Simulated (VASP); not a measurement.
The system is Nb.

```
Nb
1.0
    -1.65882    1.65882    1.65882
     1.65882   -1.65882    1.65882
     1.65882    1.65882   -1.65882
Nb
1
Direct
  0.00000 0.00000 0.00000
```

* Program: VASP 6.6.1
* Task: relaxation of cell and atoms
* Functional: PBEsol
* Potentials or basis: VASP PAW PBE potentials, release 64 (Nb_sv)
* Cutoff: 600 eV
* k mesh: 6 × 6 × 6
* Occupations: gaussian, width 0.1 eV
* Spin: no spin polarisation

At the start: pressure -10.1 GPa; volume 18.26 Å³/atom.

Problem. Where does the relaxation end?

Solution. Over 4 steps the energy falls by 36.0 meV/atom and the volume is 17.16 Å³/atom (-6.0 %); space group Im-3m (No. 229, to 0.05 Å).

The path:
| step | energy change (eV) | largest force (eV/Å) | pressure (GPa) | volume (Å³) |
| --- | --- | --- | --- | --- |
| 1 | 0.0000 | 0.0000 | -10.08 | 18.26 |
| 2 | 0.0828 | 0.0000 | 23.82 | 15.39 |
| 3 | -0.0360 | 0.0000 | -0.17 | 17.18 |
| 4 | -0.0360 | 0.0000 | 0.04 | 17.16 |

Final structure:
```yaml
crystal:
  lattice:
    - [-1.62476, 1.62476, 1.62476]
    - [1.62476, -1.62476, 1.62476]
    - [1.62476, 1.62476, -1.62476]
  atoms:
    - { symbol: Nb, position: [0.00000, 0.00000, 0.00000] }
```

Caveat: the k mesh is coarse (spacing up to 0.45 Å⁻¹), so the values aren't converged; the PAW data sets were made with another functional, which shifts forces and pressure a little.
